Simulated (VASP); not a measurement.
Here is the system:

```xyz
6
Lattice="1.5263 -2.6437 0.0000 1.5263 2.6437 0.0000 0.0000 0.0000 11.1486" Properties=species:S:1:pos:R:3 pbc="T T T"
Mo     1.5263     0.8812     2.7871
Mo     1.5263    -0.8812     8.3614
S      1.5263     0.8812     9.9222
S      1.5263    -0.8812     4.3480
S      1.5263    -0.8812     1.2263
S      1.5263     0.8812     6.8006
```

The numbers are results of r2SCAN meta-GGA, VASP's PBE PAW potentials (set 64) (plane waves; VASP), not measurements. Settings: 500 eV cut-off, 8×8×2 Γ-centred mesh, Gaussian smearing of 0.050 eV, potentials Mo_sv S.

Energy and stress use the plane-wave basis of the starting cell.

Q: The ions, cell shape and volume at an external pressure of 30.0 GPa are relaxed. What does this cell relax into?

A: 
```xyz
6
Lattice="1.5022 -2.6019 0.0000 1.5022 2.6019 0.0000 0.0000 0.0000 10.9005" Properties=species:S:1:pos:R:3 pbc="T T T"
Mo     1.5022     0.8673     2.7251
Mo     1.5022    -0.8673     8.1754
S      1.5022     0.8673     9.7386
S      1.5022    -0.8673     4.2884
S      1.5022    -0.8673     1.1619
S      1.5022     0.8673     6.6121
```
Space group P6_3/mmc (194), at a tolerance of 0.03 Å.

Q: How do energy and volume change from the first to the last step?

A: The energy (σ→0) changes by +122.9 meV/atom and the volume by -5.3 %, in 8 ionic steps.

```tsv
step	E(σ→0) (eV)	max force (eV/Å)	pressure (GPa)	volume (Å³)
1	-89.0642	0.013	20.03	89.97
2	-86.1503	2.892	64.96	78.36
3	-88.5797	0.634	29.53	86.82
4	-88.5574	0.661	29.94	86.70
5	-88.3761	0.101	30.01	85.52
6	-88.3592	0.058	30.03	85.43
7	-88.3326	0.008	30.04	85.25
8	-88.3268	0.002	30.04	85.21
```

The compound is MoS2 in the 2H layered structure. This run relaxes it under an external pressure of 30 GPa. Symmetry was kept, so distortions that lower it aren't found.
